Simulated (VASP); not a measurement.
OSZICAR of a VASP run on CoGa (CsCl type):

OSZICAR:
```
       N       E                     dE             d eps       ncg     rms          rms(c)
DAV:   1     0.940980912560E+02    0.94098E+02   -0.10724E+04  2751   0.260E+03
DAV:   2    -0.806496071124E+01   -0.10216E+03   -0.99624E+02  2667   0.351E+02
DAV:   3    -0.129152161066E+02   -0.48503E+01   -0.48248E+01  2926   0.812E+01
DAV:   4    -0.129834024384E+02   -0.68186E-01   -0.68177E-01  3398   0.907E+00
DAV:   5    -0.129849161708E+02   -0.15137E-02   -0.15137E-02  3140   0.116E+00    0.109E+01
DAV:   6    -0.138543591788E+02   -0.86944E+00   -0.25118E+01  2908   0.688E+01    0.112E+01
DAV:   7    -0.117995720612E+02    0.20548E+01   -0.97598E+00  2653   0.512E+01    0.200E+00
DAV:   8    -0.117730468935E+02    0.26525E-01   -0.28288E-01  3008   0.613E+00    0.655E-01
DAV:   9    -0.117657971531E+02    0.72497E-02   -0.20240E-02  3550   0.228E+00    0.141E-01
DAV:  10    -0.117653813133E+02    0.41584E-03   -0.65794E-04  3503   0.395E-01    0.701E-02
DAV:  11    -0.117653597018E+02    0.21612E-04   -0.92526E-05  3562   0.168E-01    0.123E-02
DAV:  12    -0.117653594933E+02    0.20844E-06   -0.36843E-06  2759   0.327E-02
   1 F= -.10367834E+02 E0= -.10368193E+02  d E =-.103678E+02
       N       E                     dE             d eps       ncg     rms          rms(c)
DAV:   1    -0.124112778202E+02   -0.64592E+00   -0.94634E+00  2541   0.585E+01    0.648E+00
DAV:   2    -0.121852623456E+02    0.22602E+00   -0.59702E+00  2563   0.403E+01    0.474E+00
DAV:   3    -0.117623328015E+02    0.42293E+00   -0.25004E+00  2689   0.269E+01    0.197E+00
DAV:   4    -0.116935305518E+02    0.68802E-01   -0.15727E-01  3263   0.603E+00    0.431E-01
DAV:   5    -0.116866745001E+02    0.68561E-02   -0.76394E-03  3522   0.144E+00    0.105E-01
DAV:   6    -0.116866035500E+02    0.70950E-04   -0.38520E-04  3312   0.321E-01    0.310E-02
DAV:   7    -0.116865990008E+02    0.45492E-05   -0.13906E-05  3154   0.476E-02    0.655E-03
DAV:   8    -0.116865985575E+02    0.44325E-06   -0.14408E-06  1934   0.192E-02
   2 F= -.10359670E+02 E0= -.10360062E+02  d E =0.816424E-02
       N       E                     dE             d eps       ncg     rms          rms(c)
DAV:   1    -0.119926730630E+02   -0.30607E+00   -0.33846E+00  2562   0.379E+01    0.370E+00
DAV:   2    -0.119394923093E+02    0.53181E-01   -0.22359E+00  2569   0.230E+01    0.300E+00
DAV:   3    -0.117700834175E+02    0.16941E+00   -0.98326E-01  2698   0.153E+01    0.118E+00
DAV:   4    -0.117458918061E+02    0.24192E-01   -0.49474E-02  3233   0.363E+00    0.206E-01
DAV:   5    -0.117437128786E+02    0.21789E-02   -0.28841E-03  3418   0.983E-01    0.409E-02
DAV:   6    -0.117436587412E+02    0.54137E-04   -0.10412E-04  3218   0.163E-01    0.124E-02
DAV:   7    -0.117436609566E+02   -0.22154E-05   -0.42410E-06  3205   0.266E-02    0.312E-03
DAV:   8    -0.117436611159E+02   -0.15930E-06   -0.43212E-07  1463   0.964E-03
   3 F= -.10375534E+02 E0= -.10375908E+02  d E =-.769942E-02
```

Problem. Which electronic solver shows in the log?

Solution. It is blocked Davidson (ALGO = Normal, or the opening steps of other solvers). The INCAR had ALGO = Normal.

Problem. How was spin treated?

Solution. Without spin polarisation: there is no mag entry.

Problem. Can the final energy be trusted as converged?

Solution. The calculation finished and met its thresholds. It stopped with EDIFF = 1E-6, NELM = 100, NSW = 40 and EDIFFG = -0.02 after 3 ionic steps (PBEsol GGA, plane waves, VASP's PBE PAW potentials (set 64)). Energy and stress use the plane-wave basis of the starting cell.

The compound is CoGa in the CsCl type structure. This run relaxes it under an external pressure of 10 GPa. Symmetry was kept, so distortions that lower it aren't found. The run is not spin-polarised, so no magnetic state was tried.
